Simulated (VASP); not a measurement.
Level of theory: r2SCAN meta-GGA, VASP's PBE PAW potentials (set 64) (plane waves; VASP).

Input for VASP

### KPOINTS
```
Automatic mesh
0
Gamma
6 6 5
0 0 0
```

**INCAR**
```
! general
SYSTEM  = SiO2
PREC    = Accurate
ENCUT   = 520
LREAL   = .FALSE.
LASPH   = .TRUE.

! electronic loop
EDIFF   = 1E-7
NELM    = 100
ALGO    = Normal
LMIXTAU = .TRUE.

! smearing
ISMEAR  = -5

! functional
METAGGA = R2SCAN

! ions
ISIF    = 2

! output
LWAVE   = .FALSE.
LCHARG  = .FALSE.
LORBIT  = 11
NEDOS   = 601

! other
LEFG    = .TRUE.
```

File KPOINTS_OPT:
```
k-points along high-symmetry lines
6
Line-mode
Reciprocal
  0.000000   0.000000   0.000000 ! GAMMA
  0.500000   0.000000   0.000000 ! M

  0.500000   0.000000   0.000000 ! M
  0.333333   0.333333   0.000000 ! K

  0.333333   0.333333   0.000000 ! K
  0.000000   0.000000   0.000000 ! GAMMA

  0.000000   0.000000   0.000000 ! GAMMA
  0.000000   0.000000   0.500000 ! A

  0.000000   0.000000   0.500000 ! A
  0.500000   0.000000   0.500000 ! L

  0.500000   0.000000   0.500000 ! L
  0.333333   0.333333   0.500000 ! H

  0.333333   0.333333   0.500000 ! H
  0.000000   0.000000   0.500000 ! A

  0.500000   0.000000   0.500000 ! L
  0.500000   0.000000   0.000000 ! M

  0.333333   0.333333   0.500000 ! H
  0.333333   0.333333   0.000000 ! K
```

POSCAR:
```
SiO2
1
    5.0629471228    -0.0000000000     0.0000000000
   -2.5314735614     4.3846409501    -0.0000000000
    0.0000000000     0.0000000000     5.5432332447
Si O
3 6
Direct
  0.0000000000   0.5000000000   0.3333330000
  0.5000000000   0.0000000000   0.0000000000
  0.5000000000   0.5000000000   0.6666670000
  0.5829466428   0.7914733214   0.8333330000
  0.7914733214   0.5829466428   0.5000000000
  0.2085266786   0.7914733214   0.1666670000
  0.4170533572   0.2085266786   0.8333330000
  0.2085266786   0.4170533572   0.5000000000
  0.7914733214   0.2085266786   0.1666670000
```

POTCAR, in this order: Si O (PBE.64 set). Program: vasp_std.

Output of the run:

### OSZICAR
```
       N       E                     dE             d eps       ncg     rms          rms(c)
DAV:   1     0.299713150826E+03    0.29971E+03   -0.25909E+04  1218   0.155E+03
DAV:   2    -0.902143332253E+02   -0.38993E+03   -0.37857E+03  1632   0.350E+02
DAV:   3    -0.113202644490E+03   -0.22988E+02   -0.22919E+02  1423   0.955E+01
DAV:   4    -0.113496268687E+03   -0.29362E+00   -0.29325E+00  1431   0.118E+01
DAV:   5    -0.113502028150E+03   -0.57595E-02   -0.57582E-02  1388   0.162E+00    0.263E+01
DAV:   6    -0.946816578433E+02    0.18820E+02   -0.27865E+01  1358   0.276E+01    0.148E+01
DAV:   7    -0.872431117711E+02    0.74385E+01   -0.15762E+00  1388   0.108E+01    0.504E+00
DAV:   8    -0.951144736823E+02   -0.78714E+01   -0.36212E+00  1328   0.107E+01    0.322E+00
DAV:   9    -0.893666689365E+02    0.57478E+01   -0.17004E+00  1258   0.799E+00    0.708E-01
DAV:  10    -0.891644442334E+02    0.20222E+00   -0.40080E-01  1233   0.533E+00    0.811E-01
DAV:  11    -0.891086828583E+02    0.55761E-01   -0.94438E-03  1418   0.834E-01    0.644E-01
DAV:  12    -0.893744251421E+02   -0.26574E+00   -0.15687E-01  1238   0.344E+00    0.174E-01
DAV:  13    -0.893434646477E+02    0.30960E-01   -0.15792E-02  1408   0.971E-01    0.221E-01
DAV:  14    -0.893485279859E+02   -0.50633E-02   -0.46805E-03  1338   0.528E-01    0.942E-02
DAV:  15    -0.893554788494E+02   -0.69509E-02   -0.18503E-03  1268   0.485E-01    0.306E-02
DAV:  16    -0.893558291427E+02   -0.35029E-03   -0.17904E-04  1403   0.109E-01    0.304E-02
DAV:  17    -0.893561296295E+02   -0.30049E-03   -0.98527E-05  1343   0.742E-02    0.135E-02
DAV:  18    -0.893563878528E+02   -0.25822E-03   -0.95363E-05  1288   0.105E-01    0.973E-03
DAV:  19    -0.893564406754E+02   -0.52823E-04   -0.21675E-05  1288   0.422E-02    0.602E-03
DAV:  20    -0.893564357925E+02    0.48829E-05   -0.12458E-06  1418   0.920E-03    0.309E-03
DAV:  21    -0.893564430558E+02   -0.72633E-05   -0.20773E-06  1343   0.142E-02    0.114E-03
DAV:  22    -0.893564440496E+02   -0.99387E-06   -0.38273E-07  1195   0.638E-03    0.418E-04
DAV:  23    -0.893564442118E+02   -0.16211E-06   -0.53305E-08   869   0.247E-03    0.334E-04
DAV:  24    -0.893564442934E+02   -0.81685E-07   -0.16527E-08   844   0.123E-03
   1 F= -.89356444E+02 E0= -.89356444E+02  d E =0.000000E+00
       N       E                     dE             ncg
       N       E                     dE             ncg
       N       E                     dE             ncg
```

**OUTCAR**
```
------------------------ aborting loop because EDIFF is reached ----------------------------------------
  FORCE on cell =-STRESS in cart. coord.  units (eV):
  Direction    XX          YY          ZZ          XY          YZ          ZX
  --------------------------------------------------------------------------------------
  Total       -0.0266290     -0.0266290     -0.0002555      0.0000000      0.0000000      0.0000000
  in kB       -0.3467087     -0.3467087     -0.0033266      0.0000000      0.0000000      0.0000000
  external PRESSURE =      -0.2322480 kB  Pullay stress =       0.0000000 kB
  volume of cell :      123.06
      direct lattice vectors                 reciprocal lattice vectors
     5.062947123  0.000000000  0.000000000     0.197513420  0.114034423  0.000000000
    -2.531473561  4.384640950  0.000000000     0.000000000  0.228068846  0.000000000
     0.000000000  0.000000000  5.543233245     0.000000000  0.000000000  0.180400130
 POSITION                                       TOTAL-FORCE (eV/Angst)
 -----------------------------------------------------------------------------------
     -1.26574      2.19232      1.84774         0.000000      0.000000      0.000000
      2.53147      0.00000      0.00000         0.000000      0.000000      0.000000
      1.26574      2.19232      3.69549         0.000000     -0.000000      0.000000
      0.94783      3.47033      4.61936         0.001234      0.000713     -0.000000
      2.53147      2.55601      2.77162         0.000000      0.001425      0.000000
     -0.94783      3.47033      0.92387        -0.001234      0.000713     -0.000000
      1.58364      0.91431      4.61936        -0.001234     -0.000713      0.000000
      0.00000      1.82863      2.77162         0.000000     -0.001425      0.000000
      3.47931      0.91431      0.92387         0.001234     -0.000713     -0.000000
 -----------------------------------------------------------------------------------
    total drift:                               -0.000000      0.000000     -0.006947
  FREE ENERGIE OF THE ION-ELECTRON SYSTEM (eV)
  ---------------------------------------------------
  free  energy   TOTEN  =       -89.3564442934 eV

  energy  without entropy=      -89.3564442934  energy(sigma->0) =      -89.35644429

 total charge

# of ion       s       p       d       tot
------------------------------------------
    1        0.629   1.003   0.000   1.632
    2        0.629   1.003   0.000   1.632
    3        0.629   1.003   0.000   1.632
    4        1.553   3.739   0.000   5.292
    5        1.553   3.739   0.000   5.292
    6        1.553   3.739   0.000   5.292
    7        1.553   3.739   0.000   5.292
    8        1.553   3.739   0.000   5.292
    9        1.553   3.739   0.000   5.292
--------------------------------------------------
tot         11.205  25.444   0.000  36.649

 Electric field gradients after diagonalization (V/A^2)
 (convention: |V_zz| > |V_xx| > |V_yy|)
----------------------------------------------------------------------
 ion       V_xx      V_yy      V_zz     asymmetry (V_yy - V_xx)/ V_zz
----------------------------------------------------------------------
   1      -6.562    -1.447     8.008       0.639
   2      -6.562    -1.447     8.008       0.639
   3      -6.561    -1.447     8.008       0.639
   4     -47.965   -42.215    90.180       0.064
   5     -47.965   -42.215    90.180       0.064
   6     -47.966   -42.214    90.180       0.064
   7     -47.965   -42.215    90.180       0.064
   8     -47.965   -42.215    90.180       0.064
   9     -47.966   -42.214    90.180       0.064
```
(Selected blocks of OUTCAR.)

The structure comes from a computed database's SiO2 entry (P6_422); how it stands against other phases isn't given here. It was relaxed first.
